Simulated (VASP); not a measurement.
Level of theory: vdW-DF-cx, VASP's PBE PAW potentials (set 64) (plane waves; VASP).

Input for VASP

### KPOINTS
```
Automatic mesh
0
Gamma
11 11 11
0 0 0
```

POSCAR:
```
CoGa
1
    2.8800000000     0.0000000000     0.0000000000
    0.0000000000     2.8800000000     0.0000000000
    0.0000000000     0.0000000000     2.8800000000
Ga Co
1 1
Direct
  0.5000000000   0.5000000000   0.5000000000
  0.0000000000   0.0000000000   0.0000000000
```

INCAR:
```
SYSTEM  =  CoGa
PREC  =  Accurate; ENCUT  =  520; LREAL  =  .FALSE.
LASPH  =  .TRUE.
EDIFF  =  1E-6; NELM  =  100; ALGO  =  Normal
LMAXMIX  =  4
ISMEAR  =  1; SIGMA  =  0.1
GGA  =  CX; LUSE_VDW  =  .TRUE.; AGGAC  =  0.0
IBRION  =  2; NSW  =  60; ISIF  =  3
EDIFFG  =  -0.01
LWAVE  =  .FALSE.; LCHARG  =  .FALSE.
```

POTCAR, in this order: Ga_d Co (PBE.64 set). Program: vasp_std.

Energy and stress use the plane-wave basis of the starting cell.

Problem. What does the run give for the energy per atom (σ→0), volume per atom, band gap (on the k-mesh)?

Solution. 
- energy per atom (σ→0) = -2.592 eV/atom
- band gap (on the k-mesh) = none (metal, semimetal or under 0.01 eV)
- volume per atom = 11.50 Å³/atom

### OSZICAR
```
...
DAV:   2    -0.556444060357E+01    0.22814E-01   -0.42675E+00  1723   0.304E+01    0.434E+00
DAV:   3    -0.522510496087E+01    0.33934E+00   -0.19307E+00  1780   0.204E+01    0.146E+00
DAV:   4    -0.518820344954E+01    0.36902E-01   -0.76547E-02  2158   0.444E+00    0.294E-01
DAV:   5    -0.518457048616E+01    0.36330E-02   -0.50184E-03  2311   0.129E+00    0.605E-02
DAV:   6    -0.518443450695E+01    0.13598E-03   -0.21015E-04  2170   0.230E-01    0.165E-02
DAV:   7    -0.518443691794E+01   -0.24110E-05   -0.76140E-06  2490   0.339E-02    0.304E-03
DAV:   8    -0.518443750670E+01   -0.58876E-06   -0.44702E-07  1008   0.917E-03
   3 F= -.51844375E+01 E0= -.51847817E+01  d E =-.204282E-01
```

The compound is CoGa in the CsCl type structure. This run relaxes it. Symmetry was kept, so distortions that lower it aren't found. The run is not spin-polarised, so no magnetic state was tried.
